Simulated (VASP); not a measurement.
Here is the system:

```
CELL_PARAMETERS angstrom
      0.00000     1.94759     1.94759
      1.94759     0.00000     1.94759
      1.94759     1.94759     0.00000
ATOMIC_POSITIONS crystal
  Pd 0.00000 0.00000 0.00000
```

The numbers are results of SCAN meta-GGA, VASP's PBE PAW potentials (set 64) (plane waves; VASP 6.6.1), not measurements. Settings: 520 eV cut-off, 16×16×16 Γ-centred mesh, first-order Methfessel-Paxton smearing of 0.10 eV, potentials Pd.

**Question.** What does the run give for the energy per atom (σ→0), band gap (on the k-mesh) with the smallest direct gap where there is one?

**Answer.** 
```json
{
  "band gap (on the k-mesh)": "none (metal, semimetal or under 0.01 eV)",
  "energy per atom (σ→0)": "-32.782 eV/atom"
}
```

Total energies compare only between runs with the same potentials, cut-off and functional.

The compound is Pd in the fcc structure. It was relaxed first.
